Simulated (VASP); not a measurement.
```xyz
5
Lattice="4.1622 0.0000 0.0000 0.0000 4.1622 0.0000 0.0000 0.0000 4.1622" Properties=species:S:1:pos:R:3 pbc="T T T"
Ba     0.0000     0.0000     0.0000
Hf     2.0811     2.0811     2.0811
O      2.0811     0.0000     2.0811
O      0.0000     2.0811     2.0811
O      2.0811     2.0811     0.0000
```

These are MS2 meta-GGA, VASP's PBE PAW potentials (set 64) (plane waves; VASP) values and carry that method's errors. Settings: 520 eV cut-off, 6×6×6 Γ-centred mesh, tetrahedra with Blöchl corrections, potentials Ba_sv Hf_pv O.

Unless said otherwise, spin-orbit coupling is left out, though it shifts the bands of the heavy elements here.

Question: Give the energies of bands 11 to 22 at the high-symmetry points, in eV from the valence-band maximum.

Answer: 
```json
[
 {"band": "11", "Γ": "-1.71", "X": "-4.06", "M": "-4.37", "R": "-4.54"},
 {"band": "12", "Γ": "-1.71", "X": "-2.11", "M": "-3.86", "R": "-3.85"},
 {"band": "13", "Γ": "-1.71", "X": "-2.11", "M": "-3.84", "R": "-3.85"},
 {"band": "14", "Γ": "-1.01", "X": "-1.82", "M": "-2.46", "R": "-2.57"},
 {"band": "15", "Γ": "-1.01", "X": "-1.76", "M": "-2.46", "R": "-2.57"},
 {"band": "16", "Γ": "-1.01", "X": "-1.76", "M": "-1.07", "R": "-2.57"},
 {"band": "17", "Γ": "-0.24", "X": "-1.71", "M": "-0.94", "R": "0.00"},
 {"band": "18", "Γ": "-0.24", "X": "-0.56", "M": "-0.94", "R": "0.00"},
 {"band": "19", "Γ": "-0.24", "X": "-0.56", "M": "-0.08", "R": "0.00"},
 {"band": "20", "Γ": "3.77", "X": "4.32", "M": "6.50", "R": "6.41"},
 {"band": "21", "Γ": "3.77", "X": "6.59", "M": "6.50", "R": "6.41"},
 {"band": "22", "Γ": "3.77", "X": "6.59", "M": "6.99", "R": "6.41"}
]
```

The gap is indirect, 3.77 eV, from the valence maximum at R to the conduction minimum at Γ.

The compound is BaHfO3 in the cubic perovskite structure. It was relaxed first.
